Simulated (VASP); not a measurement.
A convergence study with VASP on NiSi2 (fluorite): a few settings are varied, all else stays as given below, so the limit is that of these other settings. The cell's lengths are 1 % over those of the tabulated start and one atom is moved, so it is off equilibrium.

```
NiSi2
1.0
    0.00000     2.73205     2.73205
    2.73205     0.00000     2.73205
    2.73205     2.73205     0.00000
Si Ni
2 1
Cartesian
  1.36603   1.36603   1.36603
  4.09807   4.09807   4.09807
  0.06060   0.00000   0.00000
```

Method: LDA (Ceperley-Alder, Perdew-Zunger), VASP's LDA PAW potentials (set 64) (plane waves; VASP). The last row used: 550 eV cut-off, 8×8×8 Γ-centred mesh, first-order Methfessel-Paxton smearing of 0.10 eV, potentials Si Ni.

| setting | E (eV/atom) | pressure (GPa) | largest force (eV/Å) | electronic steps |
|---|---|---|---|---|
| ALGO = Normal, EDIFF = 1E-2 | -6.6018 | -8.92 | 0.491 | 10 |
| ALGO = Normal, EDIFF = 1E-3 | -6.6017 | -9.31 | 0.488 | 11 |
| ALGO = Normal, EDIFF = 1E-4 | -6.6017 | -6.96 | 0.488 | 12 |
| ALGO = Normal, EDIFF = 1E-5 | -6.6017 | -8.46 | 0.489 | 14 |
| ALGO = Normal, EDIFF = 1E-6 | -6.6017 | -8.44 | 0.489 | 14 |
| ALGO = Normal, EDIFF = 1E-7 | -6.6017 | -8.30 | 0.489 | 15 |
| ALGO = Normal, EDIFF = 1E-8 | -6.6017 | -8.37 | 0.489 | 17 |
| ALGO = Normal, EDIFF = 1E-9 | -6.6017 | -8.36 | 0.489 | 17 |
| ALGO = Fast, EDIFF = 1E-2 | -6.6016 | -16.28 | 0.493 | 10 |
| ALGO = Fast, EDIFF = 1E-3 | -6.6018 | -12.01 | 0.491 | 13 |
| ALGO = Fast, EDIFF = 1E-4 | -6.6018 | -11.98 | 0.490 | 14 |
| ALGO = Fast, EDIFF = 1E-5 | -6.6017 | -10.50 | 0.489 | 16 |
| ALGO = Fast, EDIFF = 1E-6 | -6.6017 | -8.96 | 0.489 | 22 |
| ALGO = Fast, EDIFF = 1E-7 | -6.6017 | -8.44 | 0.489 | 24 |
| ALGO = Fast, EDIFF = 1E-8 | -6.6017 | -8.34 | 0.489 | 26 |
| ALGO = Fast, EDIFF = 1E-9 | -6.6017 | -8.35 | 0.489 | 29 |
| ALGO = All, EDIFF = 1E-2 | -6.6009 | -7.35 | 0.502 | 12 |
| ALGO = All, EDIFF = 1E-3 | -6.6016 | -8.21 | 0.486 | 14 |
| ALGO = All, EDIFF = 1E-4 | -6.6017 | -8.33 | 0.488 | 16 |
| ALGO = All, EDIFF = 1E-5 | -6.6017 | -8.32 | 0.488 | 18 |
| ALGO = All, EDIFF = 1E-6 | -6.6017 | -8.37 | 0.489 | 21 |
| ALGO = All, EDIFF = 1E-7 | -6.6017 | -8.36 | 0.489 | 23 |
| ALGO = All, EDIFF = 1E-8 | -6.6017 | -8.36 | 0.489 | 26 |
| ALGO = All, EDIFF = 1E-9 | -6.6017 | -8.36 | 0.489 | 29 |

Left out are rungs that failed or repeat a setting and relaxations that didn't move; long series are thinned to 24 rows.

The compound is NiSi2 in the fluorite structure. The cell was not relaxed at this level, it is distorted from the ideal structure. The run is not spin-polarised, so no magnetic state was tried.
